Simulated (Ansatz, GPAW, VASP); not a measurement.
**NaCu: 3 runs at one level of theory**

```
Na Cu
1.0
     2.94224    0.00000    0.00000
     0.00000    2.94224    0.00000
     0.00000    0.00000    4.04091
Na Cu
1 1
Direct
  0.00000 0.00000 0.00000
  0.50000 0.50000 0.50000
```

The cell comes from a database or a generator and needn't be the stable form of this composition.

Alike in all runs: task band structure; functional PBEsol; k mesh 9 × 9 × 7; occupations fermi-dirac, width 0.05 eV; no spin polarisation; no spin-orbit coupling. Pressure is positive in compression and, in plane waves, holds the error of the finite cutoff, which Ansatz's Pulay term estimates and takes out.

```json
{"program and potentials": "Ansatz, Ansatz PAW", "plane-wave cutoff (eV)": "420", "notes": "potentials made for PBE, which Ansatz adapts in part; 14 valence electrons an atom on average; Pulay term of +0.03 GPa included", "pressure (GPa)": "0.73"}
{"program and potentials": "GPAW, PAW data sets generated for this functional", "plane-wave cutoff (eV)": "800", "notes": "9 valence electrons an atom on average; this data set often lies off other programs", "pressure (GPa)": "0.68"}
{"program and potentials": "VASP, PBE PAW files Cu, Na_pv, 520 eV", "plane-wave cutoff (eV)": "520", "notes": "potentials made for PBE; 9 valence electrons an atom on average", "pressure (GPa)": "0.91"}
```

The pressure spans 0.68 (GPAW, PAW data sets generated for this functional) to 0.91 GPa (VASP, PBE PAW files Cu, Na_pv, 520 eV).

Differences between rows come from potentials, basis sets and numerical settings, since the functional is the same but for its coding. Runs on potential files found faulty are left out.
